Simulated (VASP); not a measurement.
An input for Ansatz (written as the equivalent of a VASP run, and not itself run):

Ansatz 0.2 input:
```yaml
crystal:
  lattice:
    - [0.0000000, 2.1384000, 2.1384000]
    - [2.1384000, 0.0000000, 2.1384000]
    - [2.1384000, 2.1384000, 0.0000000]
  atoms:
    - { symbol: Fe, position: [0.0000000, 0.0000000, 0.0000000], spin: 4 }
    - { symbol: O, position: [0.5000000, 0.5000000, 0.5000000] }
kpoints:
  mp_grid: { grid: [13, 13, 13] }
hamiltonian:
  xc: pbesol
  pseudopotentials: { kind: paw }
magnetization: { spin_polarized: true }
scf:
  occupations: { method: methfessel_paxton, width: 0.1 }
  max_iter: 100
relax:
  max_steps: 60
  f_tol: 0.01
  cell: {}
output: { forces: true, stress: true, eigenvalues: true }
```

Problem. Write the VASP files for the same calculation (PBEsol).

Solution. Several could match; the one computed here: 
INCAR:
```
SYSTEM = FeO
PREC = Accurate
ENCUT = 520
EDIFF = 1E-6
NELM = 100
ALGO = Normal
LREAL = .FALSE.
LASPH = .TRUE.
ISMEAR = 1
SIGMA = 0.1
GGA = PS
LMAXMIX = 4
ISPIN = 2
MAGMOM = 4.0 0.0
LORBIT = 10
LWAVE = .FALSE.
LCHARG = .FALSE.
IBRION = 2
ISIF = 3
NSW = 60
EDIFFG = -0.01
```

KPOINTS:
```
Automatic mesh
0
Gamma
13 13 13
0 0 0
```

### POSCAR
```
FeO
1
    0.0000000000     2.1384000000     2.1384000000
    2.1384000000     0.0000000000     2.1384000000
    2.1384000000     2.1384000000     0.0000000000
Fe O
1 1
Direct
  0.0000000000   0.0000000000   0.0000000000
  0.5000000000   0.5000000000   0.5000000000
```

POTCAR, in this order: Fe O (PBE.64 set). Program: vasp_std.

What does not carry over: each code has its own PAW files, so the cut-off isn't converted (ENCUT is set for VASP's; basis.ecutwfc is left out, and Ansatz then takes the one that its files recommend); Ansatz stops its SCF on the density residual and VASP on the energy change (EDIFF).

The structure was generated: FeO was put into the rock salt type (Fm-3m), which need not be its known phase. This run relaxes it. Symmetry was kept, so distortions that lower it aren't found.
